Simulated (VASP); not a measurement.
Given:

```
MgSe
1.0
    0.00000     2.71039     2.71039
    2.71039     0.00000     2.71039
    2.71039     2.71039     0.00000
Mg Se
1 1
Direct
  0.00000   0.00000   0.00000
  0.50000   0.50000   0.50000
```

Calculation: rev-vdW-DF2, VASP's PBE PAW potentials (set 64) (plane waves; VASP). Settings: 520 eV cut-off, 8×8×8 Γ-centred mesh, Gaussian smearing of 0.050 eV, potentials Mg Se.

Task: Give the stress tensor in GPa (positive for a compressed cell).

Result: 
```
2.06  0.00  0.00
0.00  2.06  0.00
0.00  0.00  2.06
```
The pressure is its mean diagonal, 2.06 GPa.

The compound is MgSe in the rock salt structure. This cell is one point of a volume scan, at 0.97 of the reference volume.
